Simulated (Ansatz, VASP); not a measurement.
# SiSnAs2 (CuAu-ordered zincblende type (invented)) in two plane-wave programs

One calculation is typed for both programs; each brings its own data sets. How far apart do they land? The cell is generated by rule, not measured, and may not be a known phase. Of the first pair: The two relaxations start from unlike cells of this crystal (the structure described is Ansatz's start), so only their ends are compared.

Method: plane waves, with VASP 6.6.1 beside it; relaxation of cell and atoms at PBEsol, in Ansatz 0.2.0.

## Step 1: The structure

The structure is tetragonal, space group P-4m2 (No. 115). Conventional cell: a = 4.033 Å, b = 4.033 Å, c = 5.704 Å, α = 90.00°, β = 90.00°, γ = 90.00°. Sn has 4 As at 2.47 Å nearest. Nearest to Si lie 4 As at 2.47 Å. As has 2 Sn at 2.47 Å and 2 Si at 2.47 Å nearest. Farther neighbours are not listed.

Structure file:

```xyz
4
Lattice="4.0335 0.0000 0.0000 0.0000 4.0335 0.0000 0.0000 0.0000 5.7042" Properties=species:S:1:pos:R:3 pbc="T T T"
Sn    0.0000    0.0000    0.0000
Si    2.0167    2.0167    2.8521
As    0.0000    2.0167    1.4261
As    2.0167    0.0000    4.2782
```

## Step 2: VASP: relaxation of cell and atoms, PBEsol, pair 1

The relaxed volume is the usual yardstick between codes: in a stiff, nearly cubic crystal its relative difference is about their pressure difference at one cell divided by the bulk modulus.

Lines of VASP's logs that name or quote its potential files are left out, and so is its time.

INCAR reads:

```
SYSTEM = SiSnAs2
PREC = Accurate
ENCUT = 500
EDIFF = 1E-07
NELM = 120
ISMEAR = 0
SIGMA = 0.1
LREAL = .FALSE.
ALGO = Normal
GGA = PS
NBANDS = 20
LORBIT = 11
LWAVE = .FALSE.
LCHARG = .FALSE.
ISIF = 3
IBRION = 2
NSW = 80
EDIFFG = -0.005
LASPH = .TRUE.
GGA_COMPAT = .FALSE.
NELMIN = 4
KPAR = 2
```

POSCAR reads:

```
SiSnAs2
1.0
    3.8839945703      0.0000000000      0.0000000000
    0.0000000000      3.8839945703      0.0000000000
    0.0000000000      0.0000000000      6.8427974332
Sn Si As
1 1 2
Direct
    0.0000000000      0.0000000000      0.0000000000
    0.5000000000      0.5000000000      0.5000000000
    0.0000000000      0.5000000000      0.2912095052
    0.5000000000      0.0000000000      0.7087904948
```

KPOINTS reads:

```
Automatic mesh
0
Gamma
6 6 4
0 0 0
```

PAW data sets: Sn_d, Si and As (PBE family, release 64).

On the command line:

```bash
$ mpirun -np 2 vasp_std
```

Numbers of over 12 decimals in the logs are rounded to 6 here.

The log of the run:

```text
[banner, memory and clock lines left out]
running    2 mpi-ranks, on    1 nodes
 distrk:  each k-point on    1 cores,    2 groups
 distr:  one band on    1 cores,    1 groups

 POSCAR found type information on POSCAR SnSiAs
 POSCAR found :  3 types and       4 ions
|                                                                             |
|               ----> ADVICE to this user running VASP <----                  |
|                                                                             |
|     You enforced a specific xc type in the INCAR file but a different       |
|     [... a line on the potential file left out ...]
|     I HOPE YOU KNOW WHAT YOU ARE DOING!                                     |
|                                                                             |

 LDA part: xc-table for (Slater+PW92), standard interpolation
 POSCAR, INCAR and KPOINTS ok, starting setup
 FFT: planning ... GRIDC
 FFT: planning ... GRID_SOFT
 FFT: planning ... GRID
 WAVECAR not read
 entering main loop
       N       E                     dE             d eps       ncg     rms          rms(c)
DAV:   1     0.183923229457E+03    0.18392E+03   -0.12245E+04  1204   0.140E+03
DAV:   2     0.111200810645E+01   -0.18281E+03   -0.17622E+03  1256   0.337E+02
DAV:   3    -0.188742166116E+02   -0.19986E+02   -0.19360E+02  1476   0.105E+02
DAV:   4    -0.196730044019E+02   -0.79879E+00   -0.79232E+00  1436   0.213E+01
DAV:   5    -0.196960894271E+02   -0.23085E-01   -0.23068E-01  1724   0.382E+00    0.503E+00
DAV:   6    -0.194141010424E+02    0.28199E+00   -0.55589E-01  1556   0.457E+00    0.292E+00
DAV:   7    -0.193721617182E+02    0.41939E-01   -0.15343E-01  1380   0.176E+00    0.974E-01
DAV:   8    -0.193666221159E+02    0.55396E-02   -0.10738E-02  1448   0.766E-01    0.166E-01
DAV:   9    -0.193666207779E+02    0.13380E-05   -0.16343E-03  1404   0.224E-01    0.762E-02
DAV:  10    -0.193666615055E+02   -0.40728E-04   -0.15168E-04  1540   0.849E-02    0.233E-02
DAV:  11    -0.193666686244E+02   -0.71188E-05   -0.17692E-05  1392   0.312E-02    0.742E-03
DAV:  12    -0.193666687859E+02   -0.16154E-06   -0.10996E-06  1588   0.824E-03    0.284E-03
DAV:  13    -0.193666687485E+02    0.37353E-07   -0.26816E-07  1316   0.295E-03
   1 F= -.19366669E+02 E0= -.19361757E+02  d E =-.193667E+02
 curvature:   0.00 expect dE= 0.000E+00 dE for cont linesearch  0.000E+00
 trial: gam= 0.00000 g(F)=  0.546E-09 g(S)=  0.929E-05 ort = 0.000E+00 (trialstep = 0.100E+01)
 search vector abs. value=  0.929E-05
 bond charge predicted
       N       E                     dE             d eps       ncg     rms          rms(c)
DAV:   1    -0.193666858557E+02   -0.17070E-04   -0.42037E-04  1376   0.147E-01    0.178E-02
DAV:   2    -0.193666799123E+02    0.59434E-05   -0.13507E-05  1720   0.334E-02    0.111E-02
DAV:   3    -0.193666761509E+02    0.37613E-05   -0.51574E-06  1428   0.220E-02    0.792E-04
DAV:   4    -0.193666761993E+02   -0.48398E-07   -0.58643E-07  1372   0.617E-03
   2 F= -.19366676E+02 E0= -.19361769E+02  d E =-.745081E-05
 trial-energy change:   -0.000007  1 .order   -0.000008   -0.000009   -0.000006
 step:   2.7405(harm=  2.7405)  dis= 0.00001  next Energy=   -19.366681 (dE=-0.127E-04)
 reached required accuracy - stopping structural energy minimisation
```

Parts of OUTCAR (step 2):

```text
ion  position               nearest neighbor table
   1  0.000  0.000  0.000-   3 2.78   4 2.78   3 2.78   4 2.78
   2  0.500  0.500  0.500-   3 2.41   4 2.41   4 2.41   3 2.41
   3  0.000  0.500  0.291-   2 2.41   2 2.41   1 2.78   1 2.78
   4  0.500  0.000  0.709-   2 2.41   2 2.41   1 2.78   1 2.78

  LATTYP: Found a simple tetragonal cell.
 ALAT       =     3.8839945703
 C/A-ratio  =     1.7617937691

 Subroutine GETGRP returns: Found  8 space group operations
 (whereof  8 operations were pure point group operations)

The static configuration has the point symmetry D_2d.

 Found     30 irreducible k-points:

   k-points           NKPTS =     30   k-points in BZ     NKDIM =     30   number of bands    NBANDS=     20

   dimension x,y,z NGX =    28 NGY =   28 NGZ =   50
   dimension x,y,z NGXF=    56 NGYF=   56 NGZF=  100

   ENCUT  =  500.0 eV  36.75 Ry    6.06 a.u.   7.08  7.08 12.48*2*pi/ulx,y,z

   NELECT =      28.0000    total number of electrons

 k-points in reciprocal lattice and weights: Automatic mesh
   0.00000000  0.00000000  0.00000000       0.007
   0.16666667  0.00000000  0.00000000       0.028
   0.33333333  0.00000000  0.00000000       0.028
   0.50000000  0.00000000  0.00000000       0.014
   0.16666667  0.16666667  0.00000000       0.028
   0.33333333  0.16666667  0.00000000       0.056
   0.50000000  0.16666667  0.00000000       0.028
   0.33333333  0.33333333  0.00000000       0.028
   0.50000000  0.33333333  0.00000000       0.028
[...]
0.50000000  0.33333333  0.50000000       0.028
   0.50000000  0.50000000  0.50000000       0.007

 average (electrostatic) potential at core
       1-101.9368       2 -85.1587       3 -49.6499       4 -49.6499

 E-fermi :   4.9974

 k-point     1 :       0.0000    0.0000    0.0000
  band No.  band energies     occupation
    ...
     10       1.7354      2.00000
     11       2.2985      2.00000
     12       2.3926      2.00000
     13       4.3107      2.00000
     14       4.3107      2.00000
     15       5.4229      0.00000
     16       6.0865      0.00000
     17       6.8688      0.00000
     18       6.8688      0.00000
     19       7.8017      0.00000
    ...

 k-point     2 :       0.1667    0.0000    0.0000
  band No.  band energies     occupation
    ...
     10       1.5228      2.00000
     11       1.8780      2.00000
     12       2.2897      2.00000
     13       4.3234      2.00000
     14       4.4313      2.00000
     15       5.7486      0.00000
     16       6.2171      0.00000
     17       7.0839      0.00000
     18       7.4669      0.00000
     19       8.6891      0.00000
    ...

 k-point     3 :       0.3333    0.0000    0.0000
  band No.  band energies     occupation
    ...
     10       0.2115      2.00000
     11       1.2864      2.00000
     12       2.2179      2.00000
     13       4.2877      2.00000
     14       5.0252      0.69363
     15       5.9201      0.00000
     16       6.3429      0.00000
     17       7.6968      0.00000
     18       8.5134      0.00000
     19       9.0577      0.00000
    ...

  Total       -0.0095542     -0.0095542      0.0121873      0.0000000      0.0000000      0.0000000
  in kB       -0.1482881     -0.1482881      0.1891553      0.0000000      0.0000000      0.0000000
  external PRESSURE =      -0.0358069 kB  Pullay stress =       0.0000000 kB

  energy-cutoff  :      500.00
  volume of cell :      103.23
      direct lattice vectors                 reciprocal lattice vectors
     3.883486344  0.000000000  0.000000000     0.257500584  0.000000000  0.000000000
     0.000000000  3.883486344  0.000000000     0.000000000  0.257500584  0.000000000
     0.000000000  0.000000000  6.844706433    -0.000000000  0.000000000  0.146098304

 POSITION                                       TOTAL-FORCE (eV/Angst)
 -----------------------------------------------------------------------------------
      0.00000      0.00000      0.00000         0.000000     -0.000000      0.000000
      1.94174      1.94174      3.42235        -0.000000     -0.000000      0.000000
      0.00000      1.94174      1.99325        -0.000000     -0.000000      0.000232
      1.94174      0.00000      4.85146        -0.000000      0.000000     -0.000232
 -----------------------------------------------------------------------------------
    total drift:                               -0.000000      0.000000     -0.000000

  FREE ENERGIE OF THE ION-ELECTRON SYSTEM (eV)
  ---------------------------------------------------
  free  energy   TOTEN  =       -19.3666761993 eV

  energy  without entropy=      -19.3568621473  energy(sigma->0) =      -19.36176917

 reached required accuracy - stopping structural energy minimisation

 total charge
# of ion       s       p       d       tot
------------------------------------------
    1        1.282   0.924   9.993  12.198
    2        0.788   0.784   0.000   1.572
    3        1.260   1.482   0.040   2.781
    4        1.260   1.482   0.040   2.781
--------------------------------------------------
tot          4.589   4.671  10.072  19.332

[... 3 further parts left out ...]
```

The run keeps the 8 symmetry operations of its start, so it cannot find a distortion of lower symmetry.

## Step 3: Ansatz: relaxation of cell and atoms, PBEsol, pair 1

Ansatz runs on its default PAW (the set named soft_2) files.

Its own start cell and the same functional, mesh and smearing now go to Ansatz, which takes its cutoff from its data sets.

input.yaml reads:

```yaml
crystal:
  lattice:
    - [4.03349, 0.0, 0.0]
    - [0.0, 4.03349, 0.0]
    - [0.0, 0.0, 5.70422]
  atoms:
    - { symbol: Sn, position: [0.0, 0.0, 0.0] }
    - { symbol: Si, position: [0.5, 0.5, 0.5] }
    - { symbol: As, position: [0.0, 0.5, 0.25] }
    - { symbol: As, position: [0.5, 0.0, 0.75] }
kpoints:
  mp_grid: { grid: [6, 6, 4] }
hamiltonian:
  xc: pbesol
scf:
  occupations: { method: gaussian, width: 0.1 }
output:
  forces: true
  stress: true
  eigenvalues: true
relax:
  adjacent_minimum: "off"
  f_tol: 0.05
  max_steps: 80
  cell: { stress_tol: 0.5 }
```

On the command line:

```bash
$ ansatz run input.yaml --threads 2 --pin off --max-ram 5120MiB --backend cpu --events-out ev --progress --plain --runs-dir out
```

The log of the run:

```text
The last accepted step is kept in <dir> (removed where the run ends without a failure and the disk answers)
Engine: ansatz 0.2.0, x86_64-unknown-linux-gnu
Pseudopotentials: kind: paw
Pseudopotential: Sn, paw, valence charge 14, recommended cutoff 420 eV (normal), Sn.paw.azcp
Pseudopotential: Si, paw, valence charge 4, recommended cutoff 420 eV (normal), Si.paw.azcp
Pseudopotential: As, paw, valence charge 15, recommended cutoff 420 eV (normal), As.paw.azcp
Functional definition: PBEsol
  exchange = pbesol_x
  correlation = pbesol_c
Crystal: 4 atoms, lattice volume = 92.802 Å³
Basis set: ecut = 420 eV, 1827 PW (Γ), exchange–correlation on 54×54×80 points (8 copies of the dense FFT grid, shifted against one another)
Bands: 29, of which v1, the nominal top of the filled ones, is band 24 counted from 1 (23 counted from 0)
Symmetry: 8 space group operations
Space group: P-4m2 (ITA 115), of the structure as read, at distance tolerance 4.5e-5 Å
k-points: 30 of 144 (time reversal used)
Non-local potential: Sn, projectors of the file, l = 0: 2, l = 1: 2, l = 2: 2, l = 3: 2
Non-local potential: Si, projectors of the file, l = 0: 2, l = 1: 2, l = 2: 2
Non-local potential: As, projectors of the file, l = 0: 2, l = 1: 2, l = 2: 3, l = 3: 1
PAW form: soft (Blöchl's): semilocal exchange-correlation on the pseudo side does not see the compensation charge
PAW frozen core: Sn, regenerated for the run's functional, and the local potential with it (the file was generated under x = pbe(κ = 0.804, μ = 0.219515), c = pbe(β = 0.066725))
PAW frozen core: Si, regenerated for the run's functional, and the local potential with it (the file was generated under x = pbe(κ = 0.804, μ = 0.219515), c = pbe(β = 0.066725))
PAW frozen core: As, regenerated for the run's functional, and the local potential with it (the file was generated under x = pbe(κ = 0.804, μ = 0.219515), c = pbe(β = 0.066725))
PAW one-centre angular grid: Sn, 590 points (default); XC on 64 Gauss nodes
PAW one-centre angular grid: Si, 110 points (default); XC on 64 Gauss nodes
PAW one-centre angular grid: As, 590 points (default); XC on 64 Gauss nodes
Initial density: superposition of atomic densities (neutral atoms: chi_scale 0, normalization atom), corrected by the library's trained network
Initial wavefunctions: pseudopotential atomic-orbital guess
Functional: x = pbesol(κ = 0.804, μ = 0.123457), c = pbesol(β = 0.046)
SCF iter   1: F=—  HF=-16195.380978 eV  |F-HF|=—  |Δ(HF+E_count)|=         —  Δρ=3.52e-3  dr2=2.11e-2  ethr=1.77e-3  ⟨swp⟩=6.2  Hψ=3942  notcnv=0
preconditioner: auto → Kerker (q_TF=auto, 2.444 Å⁻¹)  [metal: Δε(μ)=0.036 eV  Ē_g=8.743 eV  σ=0.100 eV  W_gap=0.20  n_scr=20 (ndim 8)  ℏωp=16.4 eV  f_vac=0.001  D(μ)=3.71/eV (n_scr^D=28)]
SCF iter   2: F=—  HF=-16195.374546 eV  |F-HF|=—  |Δ(HF+E_count)|=   6.43e-3  Δρ=2.18e-3  dr2=9.38e-3  ethr=4.39e-5  ⟨swp⟩=2.0  Hψ=1763  notcnv=0
SCF iter   3: F=—  HF=-16195.372118 eV  |F-HF|=—  |Δ(HF+E_count)|=   2.43e-3  Δρ=7.61e-4  dr2=1.44e-3  ethr=1.95e-5  ⟨swp⟩=2.7  Hψ=1222  notcnv=0
SCF iter   4: F=—  HF=-16195.371717 eV  |F-HF|=—  |Δ(HF+E_count)|=   4.01e-4  Δρ=2.92e-4  dr2=1.37e-4  ethr=2.99e-6  ⟨swp⟩=2.0  Hψ=1579  notcnv=0
SCF iter   5: F=—  HF=-16195.371729 eV  |F-HF|=—  |Δ(HF+E_count)|=   1.21e-5  Δρ=1.26e-4  dr2=2.27e-5  ethr=2.85e-7  ⟨swp⟩=2.0  Hψ=1457  notcnv=0
SCF iter   6: F=—  HF=-16195.371704 eV  |F-HF|=—  |Δ(HF+E_count)|=   2.53e-5  Δρ=3.10e-5  dr2=2.10e-6  ethr=4.72e-8  ⟨swp⟩=2.0  Hψ=1586  notcnv=0
SCF iter   7: F=—  HF=-16195.371703 eV  |F-HF|=—  |Δ(HF+E_count)|=   3.51e-7  Δρ=1.37e-5  dr2=4.17e-7  ethr=4.37e-9  ⟨swp⟩=2.0  Hψ=1583  notcnv=0
SCF iter   8: F=-16195.371703 eV  HF=-16195.371703 eV  |F-HF|=4.15e-9  |Δ(HF+E_count)|=  8.77e-10  Δρ=5.23e-6  dr2=5.02e-8  ethr=2.08e-10  ⟨swp⟩=6.7  Hψ=3430  notcnv=0
SCF 1 converged in 8 iterations: F = -16195.371703 eV  dr2 = 5.02e-8
  greatest PAW one-centre occupation: 0.999 electrons in one spin orbital (limit 2), on the As atom at site 2 (counted from 0), in its partial waves of l = 2
relax step   1: F+E_penalty+E_count = -16195.37170331 eV  Δ(F+E_penalty+E_count) = +0.000e0 eV  max|allowed force component| = 2.284e0 eV/Å  Δτ_max = 0.0000 Å  P = +10.906 GPa  Ω = 92.802 Å³  (8 SCF iters, dr2 threshold 1.00e-7 eV, accepted)
[...]
relax step  10: F+E_penalty+E_count = -16196.47122071 eV  Δ(F+E_penalty+E_count) = -1.967e-2 eV  max|allowed force component| = 4.854e-3 eV/Å  Δτ_max = 0.0000 Å  P = +0.250 GPa  Ω = 102.613 Å³  stress off target by 5.18e-1 GPa  SCF on the basis re-selected at this cell (its energy is not comparable with the rows above)  (5 SCF iters)
[...]
relax step  11: F+E_penalty+E_count = -16196.47195170 eV  Δ(F+E_penalty+E_count) = -7.310e-4 eV  max|allowed force component| = 2.740e-3 eV/Å  Δτ_max = 0.0002 Å  P = +0.011 GPa  Ω = 102.904 Å³  energy of the carried Pulay correction = -5.126e-5 eV  (4 SCF iters, dr2 threshold 4.00e-7 eV, accepted)
[...]
relax step  12: F+E_penalty+E_count = -16196.47200732 eV  Δ(F+E_penalty+E_count) = -5.563e-5 eV  max|allowed force component| = 2.731e-3 eV/Å  Δτ_max = 0.0000 Å  P = +0.010 GPa  Ω = 102.904 Å³  stress off target by 7.21e-2 GPa  SCF on the basis re-selected at this cell (its energy is not comparable with the rows above)  (3 SCF iters)
basis re-selected at this cell: Δ(F+E_penalty+E_count) = -5.563e-5 eV, ΔP = -0.001 GPa vs the last step (what re-selecting the basis moved, of the pressure what is left beyond the Pulay correction that the steps carried, after the strain that the cell walked since its last selection, with what the two solves' SCF thresholds leave and, on support functions, any second-order correction that the steps lacked; it is no m [...]
SCF converged after 3 iterations
Free energy (F): -16196.472007 eV
Harris-Foulkes:  -16196.472007 eV  (|F-HF|=8.19e-10)
Internal energy: -16196.462299 eV  (E = F + TS)
E sigma→0 (E₀):  -16196.467153 eV
Entropy (-TS):   -0.009708 eV (-2.427 meV/atom)
Fermi energy:    8.043270 eV
--- Per-component energies (eV) ---
  E_band       = -648.661833
  E_kinetic    = 432.409116
  E_local      = -5107.681772  (includes V_loc(G=0)·N_el)
  E_nonlocal   = -1341.835624
  E_hartree    = 2780.990764
  E_xc         = -590.949292
  E_vxc        = -301.546345  (∫ρ·V_xc dr)
  E_paw        = -8147.979740  (= ΣΔE_a)
  E_vpaw       = 108.010505  (= ΣTr[D̂ρ^β])
  E_aug_tail   = 0.000021  (compensation charges beyond the density's cutoff)
  E_ewald      = -4223.665030
  E_core_change = 2.249258  (= ΣΔE_core)
  E_smearing   = -0.009708  (= −TS)
  E_closure    = 0.000000  (closes the sum)
  Σ components = -16196.472007   (vs F -16196.472007, Δ=0.00e0)
--- Forces (eV/Å), atoms counted from 1 ---
  atom   1  Sn    -0.00000000    -0.00000000     0.00000000
  atom   2  Si     0.00000000    -0.00000000     0.00000000
  atom   3  As    -0.00000000     0.00000000     0.00273075
  atom   4  As     0.00000000     0.00000000    -0.00273075
  max |Σ_I F_I| component: 3.52e-16 eV/Å
--- Stress (GPa, compression-positive) ---
       -0.020448      -0.000000      -0.000000
       -0.000000      -0.020448       0.000000
       -0.000000       0.000000       0.072061
  P = ⅓ Tr σ = 0.0104 GPa (0.104 kbar)
--- Band table (eV; the first three rows and the last of 30) ---
  k-point 0: bands = [... 20 lower, 5.3494, 5.4335, 7.3524, 7.3524, 8.4637, 9.1298, 9.9230, 9.9230, ... 1 higher]
  k-point 1: bands = [... 20 lower, 4.8445, 6.9989, 6.9989, 7.3936, 8.5090, 9.2179, 10.4915, 10.6394, ... 1 higher]
  k-point 2: bands = [... 20 lower, 4.9387, 6.6977, 6.6977, 8.5138, 8.7269, 9.3150, 9.9291, 11.8236, ... 1 higher]
  k-point 29: bands = [... 20 lower, 3.7504, 3.7504, 3.8746, 8.8543, 9.2456, 9.2456, 9.9568, 10.3346, ... 1 higher]
--- Relaxed structure (10 steps of the walk, 9 accepted, 2 SCFs on fresh bases) ---
  F+E_penalty+E_count = -16196.47200732 eV   max|allowed force component| = 2.731e-3 eV/Å   (the final SCF, on the basis selected at the relaxed cell)
  cell:  # Å, volume = 102.9040 Å³
    - [3.880004, 0, -3.498221046245209e-17]
    - [0, 3.880004, 0]
    - [-4.9472348899867957e-17, 0, 6.835464]
  atoms:
    - { symbol: Sn, position: [0, 0, 0] }
    - { symbol: Si, position: [0.500000, 0.500000, 0.5] }
    - { symbol: As, position: [-1.6321891516189524e-18, 0.500000, 0.291582] }
    - { symbol: As, position: [0.500000, 0, 0.708418] }
```

Reading the cycles: dr2 is the Hartree energy of the density residual (eV), the measure of convergence; HF is the Harris–Foulkes estimate of the energy, which meets the free energy F at convergence.

## Step 4: Differences

Known differences besides the potentials themselves: the data sets hold 48 valence electrons in Ansatz (on its default PAW (the set named soft_2) files) and 28 in VASP; the cutoff is 420 eV in Ansatz and 500 eV in VASP; Ansatz makes its cores anew for this functional, VASP keeps those of its PBE data sets; Ansatz adds a Pulay correction to the stress that steers its cell, VASP none. Total energies have different zeros and are not compared.

Both answers:

| quantity | Ansatz | VASP | difference |
| --- | --- | --- | --- |
| volume (Å³) | 102.90 | 103.23 | -0.31 % |
| edge a after relaxation, in the typed setting (Å) | 3.880 | 3.884 | -0.09 % |
| edge c after relaxation, in the typed setting (Å) | 6.835 | 6.845 | -0.13 % |

[end of part 1 of 2]

[Lines on the potential files, build, host, timing and source positions are cut from VASP's logs without a mark.]

[Logs are printed without paths, hosts, clocks, repeated set-up lines and the standing remarks that a program may print on its own settings, such as how far it seeks lower states.]

[Hosts, paths, dates, database ids (printed as entryN), source tags and the programs' standing remarks are cut or masked in the printed files.]
